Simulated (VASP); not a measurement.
Runs of VASP 6.6.1 on FH. The cell holds a molecule in a box, 2 atoms: a = 10.000 Å, b = 10.500 Å, c = 11.000 Å, α = 90.00°, β = 90.00°, γ = 90.00°. 

```tsv
level	potentials or basis	gap on the mesh (eV)
LDA	VASP PAW LDA potentials, release 64 (F, H)	(a)
PBE+D3(BJ)	VASP PAW PBE potentials, release 64 (F, H)	8.48
PBE	VASP PAW PBE potentials, release 64 (F, H)	8.48
r2SCAN	VASP PAW PBE potentials, release 64 (F, H)	9.62
```

Alike in all rows: task relaxation of the atoms; no spin polarisation; cell atoms relaxed; k mesh 1 × 1 × 1; cutoff (eV) 520; smearing gaussian 0.05 eV.

Estimate the missing entries.

(a) 8.64.

A k mesh can miss the band edges.

Not every run made on this cell is shown here.
